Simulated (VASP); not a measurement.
# GaPt3 (Pm-3m) in VASP: density of states with LDA

Aim: the density of states of GaPt3 with LDA.

Program: VASP 6.6.1. These are calculated values, not measurements. Logs are shortened: lines on timing, memory, paths and dates and some standing lists are left out, and cuts for length are marked.

**1. The crystal as given**

Symmetry: Pm-3m, No. 221, cubic system. Conventional cell: a = 3.910 Å, b = 3.910 Å, c = 3.910 Å, α = 90.00°, β = 90.00°, γ = 90.00°. Ga (site symmetry m-3m) is surrounded by 12 Pt at 2.76 Å. Around Pt (site symmetry 4/mmm) lie 4 Ga at 2.76 Å and 8 Pt at 2.76 Å.

The cell comes from a database or a generator and needn't be the stable form of this composition.

**2. Density of states, LDA**

The input, POSCAR:

```
GaPt3
1.0
    3.9098775800      0.0000000000      0.0000000000
    0.0000000000      3.9098775800      0.0000000000
    0.0000000000      0.0000000000      3.9098775800
Ga Pt
1 3
Direct
    0.0000000000      0.0000000000      0.0000000000
    0.0000000000      0.5000000000      0.5000000000
    0.5000000000      0.5000000000      0.0000000000
    0.5000000000      0.0000000000      0.5000000000
```

The input, INCAR.step1:

```
  PREC = Accurate
  ENCUT = 520
  EDIFF = 1E-6
  ISMEAR = 0
  SIGMA = 0.1
  LREAL = F
  LASPH = T
  NELM = 100
  ALGO = Fast
  ISIF = 2
  LWAVE = F
  LCHARG = T
  LMAXMIX = 4
  NBANDS = 30
```

The input, KPOINTS.step1:

```
regular mesh
0
Gamma
  6 6 6
```

The input, INCAR.step2:

```
  PREC = Accurate
  ENCUT = 520
  EDIFF = 1E-6
  ISMEAR = -5
  SIGMA = 0.1
  LREAL = F
  LASPH = T
  NELM = 100
  ALGO = Fast
  ISIF = 2
  LWAVE = F
  LCHARG = F
  LMAXMIX = 4
  LORBIT = 10
  NBANDS = 30
  NEDOS = 1001
  ICHARG = 11
```

The input, KPOINTS.step2:

```
regular mesh
0
Gamma
  9 9 9
```

Potentials or basis: VASP PAW LDA potentials, release 64 (Ga_d, Pt).

The run is started by

```console
$ cat potpaw_LDA.64/Ga_d/POTCAR potpaw_LDA.64/Pt/POTCAR > POTCAR
$ cp INCAR.step1 INCAR
$ cp KPOINTS.step1 KPOINTS
$ mpirun -np 1 vasp_std > vasp.out
$ cp INCAR.step2 INCAR
$ cp KPOINTS.step2 KPOINTS
$ mpirun -np 1 vasp_std > vasp.out
```

OUTCAR:

```text
PREC = Accurate
   ENCUT = 520
   EDIFF = 1E-6
   ISMEAR = -5
   LREAL = F
   LASPH = T
   NELM = 100
   ISIF = 2
   LORBIT = 10
   ICHARG = 11

 ion  position               nearest neighbor table
   1  0.000  0.000  0.000-   2 2.76   3 2.76   4 2.76   2 2.76   4 2.76   2 2.76   3 2.76   2 2.76
                             3 2.76   4 2.76   4 2.76   3 2.76
   2  0.000  0.500  0.500-   1 2.76   3 2.76   4 2.76   1 2.76   3 2.76   1 2.76   4 2.76   1 2.76
                             3 2.76   4 2.76   3 2.76   4 2.76
   3  0.500  0.500  0.000-   1 2.76   2 2.76   4 2.76   2 2.76   4 2.76   1 2.76   4 2.76   4 2.76
                             1 2.76   2 2.76   2 2.76   1 2.76
   4  0.500  0.000  0.500-   1 2.76   2 2.76   3 2.76   1 2.76   3 2.76   2 2.76   3 2.76   3 2.76
                             1 2.76   2 2.76   1 2.76   2 2.76

  LATTYP: Found a simple cubic cell.
 ALAT       =     3.9098775800

  Lattice vectors:

 A1 = (   3.9098775800,   0.0000000000,   0.0000000000)
 A2 = (   0.0000000000,   3.9098775800,   0.0000000000)
 A3 = (   0.0000000000,   0.0000000000,   3.9098775800)

Analysis of symmetry for initial positions (statically):
=====================================================================
 Subroutine PRICEL returns:
 Original cell was already a primitive cell.

 Routine SETGRP: Setting up the symmetry group for a
 simple cubic supercell.

 Subroutine GETGRP returns: Found 48 space group operations
 (whereof 48 operations were pure point group operations)
 out of a pool of 48 trial point group operations.

The static configuration has the point symmetry O_h .

Analysis of symmetry for dynamics (positions and initial velocities):
=====================================================================
 Subroutine PRICEL returns:
 Original cell was already a primitive cell.

 Routine SETGRP: Setting up the symmetry group for a
 simple cubic supercell.

 Subroutine GETGRP returns: Found 48 space group operations
 (whereof 48 operations were pure point group operations)
 out of a pool of 48 trial point group operations.

The dynamic configuration has the point symmetry O_h .

 Subroutine INISYM returns: Found 48 space group operations
 (whereof 48 operations are pure point group operations),
 and found     1 'primitive' translations

----------------------------------------------------------------------------------------

                                     Primitive cell

  volume of cell :      59.7709

  direct lattice vectors                    reciprocal lattice vectors
     3.909877580  0.000000000  0.000000000     0.255762483  0.000000000  0.000000000
     0.000000000  3.909877580  0.000000000     0.000000000  0.255762483  0.000000000
     0.000000000  0.000000000  3.909877580     0.000000000  0.000000000  0.255762483

  length of vectors
     3.909877580  3.909877580  3.909877580     0.255762483  0.255762483  0.255762483

  position of ions in fractional coordinates (direct lattice)
     0.000000000  0.000000000  0.000000000
     0.000000000  0.500000000  0.500000000
     0.500000000  0.500000000  0.000000000
     0.500000000  0.000000000  0.500000000

  ion indices of the primitive-cell ions
   primitive index   ion index
                 1           1
                 2           2
                 3           3
                 4           4

----------------------------------------------------------------------------------------

 KPOINTS: regular mesh

Automatic generation of k-mesh.
 Grid dimensions read from file:
 generate k-points for:    9    9    9

 Generating k-lattice:

  Cartesian coordinates                     Fractional coordinates (reciprocal lattice)
     0.028418054  0.000000000  0.000000000     0.111111111  0.000000000  0.000000000
     0.000000000  0.028418054  0.000000000     0.000000000  0.111111111  0.000000000
     0.000000000  0.000000000  0.028418054     0.000000000  0.000000000  0.111111111

  Length of vectors
     0.028418054  0.028418054  0.028418054

  Shift w.r.t. Gamma in fractional coordinates (k-lattice)
     0.000000000  0.000000000  0.000000000

 TETIRR: Found    353 inequivalent tetrahedra from     4374

 Subroutine IBZKPT returns following result:
 ===========================================

 Found     35 irreducible k-points:

 Following reciprocal coordinates:
            Coordinates               Weight
  0.000000  0.000000  0.000000      1.000000
  0.111111  0.000000  0.000000      6.000000
  0.222222  0.000000  0.000000      6.000000
  0.333333  0.000000  0.000000      6.000000
  0.444444  0.000000  0.000000      6.000000
  0.111111  0.111111  0.000000     12.000000
[... 16 lines left out ...]
  0.333333  0.333333  0.111111     24.000000
  0.444444  0.333333  0.111111     48.000000
 [... further k-points ...]
   k-points           NKPTS =     35   k-points in BZ     NKDIM =     35   number of bands    NBANDS=     30
   number of dos      NEDOS =   1001   number of ions     NIONS =      4
   total plane-waves  NPLWV =  27000
   dimension x,y,z NGX =    30 NGY =   30 NGZ =   30
   dimension x,y,z NGXF=    60 NGYF=   60 NGZF=   60
   ions per type =               1   3
   NGX,Y,Z   is equivalent  to a cutoff of  12.76, 12.76, 12.76 a.u.
   NGXF,Y,Z  is equivalent  to a cutoff of  25.51, 25.51, 25.51 a.u.
 SYSTEM =  unknown system
   PREC   = accura    normal or accurate (medium, high low for compatibility)
   ISTART =      0    job   : 0-new  1-cont  2-samecut
   ICHARG =     11    charge: 1-file 2-atom 10-const
   ISPIN  =      1    spin polarized calculation?
   LNONCOLLINEAR =      F non collinear calculations
   LSORBIT =      F    spin-orbit coupling
   LASPH  =      T    aspherical Exc in radial PAW
   ENCUT  =  520.0 eV  38.22 Ry    6.18 a.u.   7.27  7.27  7.27*2*pi/ulx,y,z
   NELM   =    100;   NELMIN=  2; NELMDL=  0     # of ELM steps
   EDIFF  = 0.1E-05   stopping-criterion for ELM
   LREAL  =      F    real-space projection
   EDIFFG = 0.1E-04   stopping-criterion for IOM
   NSW    =      0    number of steps for IOM
   IBRION =     -1    ionic relax: 0-MD 1-quasi-New 2-CG
   NFREE  =      0    steps in history (QN), initial steepest desc. (CG)
   ISIF   =      2    stress and relaxation
   ISYM   =      2    0-nonsym 1-usesym 2-fastsym
   POTIM  = 0.5000    time-step for ionic-motion
   TEBEG  =    0.0;   TEEND  =   0.0 temperature during run
   PSTRESS=    0.0 pullay stress
   NELECT =      43.0000    total number of electrons
   NUPDOWN=      -1.0000    fix difference up-down
   EMIN   =  10.00;   EMAX   =-10.00  energy-range for DOS
   EFERMI =   0.00;   METHOD = LEGACY
   ISMEAR =    -5;   SIGMA  =   0.10  broadening in eV -4-tet -1-fermi 0-gaus
   EFERMI_NEDOS =   21; number of points for ismear=-14 and -15
   IALGO  =     68    algorithm
   IMIX   =      4    mixing-type and parameters
     AMIX     =   0.40;   BMIX     =  1.00
     AMIX_MAG =   1.60;   BMIX_MAG =  1.00
  volume/ion in A,a.u.               =      14.94       100.84
  Fermi-wavevector in a.u.,A,eV,Ry     =   1.466902  2.772043 29.277044  2.151802
  Thomas-Fermi vector in A             =   2.582584
   LORBIT       =     10    0 simple, 1 ext, 2 COOP (PROOUT), +10 PAW based schemes
   GGA     = CA    functional components
   LHFCALC =     F    Hartree Fock is set to
   AEXX    =    0.0000 exact exchange contribution
   IVDW    =     0    specifies the selected vdW correction
   LEPSILON=     F    determine dielectric tensor
   LRPA    =     F    only Hartree local field effects (RPA)
 non-spin polarized calculation
 RMM-DIIS sequential band-by-band and
 Fermi weights with tetrahedron method with Bloechl corrections
  energy-cutoff  :      520.00
  volume of cell :       59.77
 maximum number of plane-waves:      1629
 NGX is ok and might be reduce to    30

 number of electron      42.9999992 magnetization

 Free energy of the ion-electron system (eV)
  ---------------------------------------------------
  ext. energy  EPLUGINS =         0.00000000
  ---------------------------------------------------
  free energy    TOTEN  =       -27.87640380 eV

  energy without entropy =      -27.87640380  energy(sigma->0) =      -27.87640380

 E-fermi :  10.1460     XC(G=0): -13.4595

 val. band max:       10.2646690072   @ k =   0.1111   0.1111   0.1111
 cond. band min:      10.1183373899   @ k =   0.2222   0.2222   0.0000
 fundamental gap:     -0.1463316173
 Fermi energy:        10.1459717852

 k-point     1 :       0.0000    0.0000    0.0000
  band No.  band energies     occupation
      1      -4.6600      2.00000
      2      -4.6600      2.00000
      3      -4.6410      2.00000
      4      -4.6410      2.00000
      5      -4.6410      2.00000
      6      -0.7930      2.00000
[... 22 lines left out ...]
     29      18.9444      0.00000
     30      18.9444      0.00000

 k-point     2 :       0.1111    0.0000    0.0000
  band No.  band energies     occupation
      1      -4.6568      2.00000
      2      -4.6535      2.00000
      3      -4.6402      2.00000
      4      -4.6379      2.00000
      5      -4.6379      2.00000
      6      -0.6424      2.00000
[... 22 lines left out ...]
     29      19.0685      0.00000
     30      19.8564      0.00000

 k-point     3 :       0.2222    0.0000    0.0000
  band No.  band energies     occupation
      1      -4.6486      2.00000
      2      -4.6381      2.00000
      3      -4.6371      2.00000
      4      -4.6300      2.00000
      5      -4.6300      2.00000
      6      -0.1993      2.00000
[... 682 lines left out ...]
     29      21.0404      0.00000
     30      21.4875      0.00000

 k-point    24 :       0.4444    0.3333    0.1111
  band No.  band energies     occupation
      1      -4.6436      2.00000
      2      -4.6241      2.00000
      3      -4.6204      2.00000
      4      -4.6123      2.00000
      5      -4.5825      2.00000
      6       2.1830      2.00000
[... 22 lines left out ...]
     29      20.6276      0.00000
     30      21.2559      0.00000

 [... further k-points ...]

------------------------ aborting loop because EDIFF is reached ----------------------------------------

  FORCE on cell =-STRESS in cart. coord.  units (eV):
  Direction    XX          YY          ZZ          XY          YZ          ZX
  --------------------------------------------------------------------------------------
  -------------------------------------------------------------------------------------
  Total       -3.2938285     -3.2938285     -3.2938285      0.0000000     -0.0000000      0.0000000
  in kB      -88.2921497    -88.2921497    -88.2921497      0.0000000     -0.0000000      0.0000000
  external PRESSURE =     -88.2921497 kB  Pullay stress =       0.0000000 kB

 VOLUME and BASIS-vectors are now :
 -----------------------------------------------------------------------------
  energy-cutoff  :      520.00
  volume of cell :       59.77
      direct lattice vectors                 reciprocal lattice vectors
     3.909877580  0.000000000  0.000000000     0.255762483  0.000000000  0.000000000
     0.000000000  3.909877580  0.000000000     0.000000000  0.255762483  0.000000000
     0.000000000  0.000000000  3.909877580     0.000000000  0.000000000  0.255762483

 POSITION                                       TOTAL-FORCE (eV/Angst)
 -----------------------------------------------------------------------------------
      0.00000      0.00000      0.00000         0.000000      0.000000      0.000000
      0.00000      1.95494      1.95494         0.000000      0.000000      0.000000
      1.95494      1.95494      0.00000         0.000000      0.000000      0.000000
      1.95494      0.00000      1.95494         0.000000      0.000000      0.000000
 -----------------------------------------------------------------------------------
    total drift:                                0.000000      0.000000     -0.000000

  FREE ENERGIE OF THE ION-ELECTRON SYSTEM (eV)
  ---------------------------------------------------
  free  energy   TOTEN  =       -27.8764038016 eV

  energy  without entropy=      -27.8764038016  energy(sigma->0) =      -27.87640380

 total charge

# of ion       s       p       d       tot
------------------------------------------
    1        0.854   0.686  10.059  11.598
    2        0.644   0.618   8.086   9.348
    3        0.644   0.618   8.086   9.348
    4        0.644   0.618   8.086   9.348
--------------------------------------------------
tot          2.784   2.541  34.316  39.641
```

It took 43 s on 1 thread of AMD EPYC 9R45 (Zen 5), shared host; peak memory 0.15 GiB.

Results:

```yaml
Valence_electrons_inside_the_program's_atomic_spheres: Ga 11.60; Pt 9.35
```

States per cell in windows of 1 eV (zero at the Fermi level; states under -8 eV left out):
```csv
from (eV),total,Pt2_d,Pt3_d,Pt4_d,Ga1_p,Pt2_p,Pt3_p
-8.0,0.56,0.05,0.05,0.05,0.02,0.02,0.02
-7.0,2.16,0.33,0.33,0.33,0.08,0.04,0.04
-6.0,5.00,1.23,1.23,1.23,0.16,0.07,0.07
-5.0,4.59,1.17,1.17,1.17,0.16,0.09,0.09
-4.0,4.96,1.31,1.31,1.31,0.13,0.12,0.12
-3.0,4.16,1.17,1.17,1.17,0.06,0.06,0.06
-2.0,6.35,1.85,1.85,1.85,0.03,0.08,0.08
-1.0,3.50,0.91,0.91,0.91,0.03,0.10,0.10
0.0,1.17,0.36,0.36,0.36,0.01,0.01,0.01
1.0,1.58,0.31,0.31,0.31,0.15,0.05,0.05
2.0,1.61,0.22,0.22,0.22,0.16,0.06,0.06
3.0,1.09,0.11,0.11,0.11,0.13,0.06,0.06
4.0,1.36,0.10,0.10,0.10,0.15,0.10,0.10
5.0,1.16,0.10,0.10,0.10,0.11,0.07,0.07
6.0,1.17,0.08,0.08,0.08,0.14,0.08,0.08
7.0,1.59,0.10,0.10,0.10,0.30,0.09,0.09
```

Caveat: tetrahedron occupations give inexact forces and stress in metals. Spin-orbit coupling is left out, which matters for the levels of Pt.
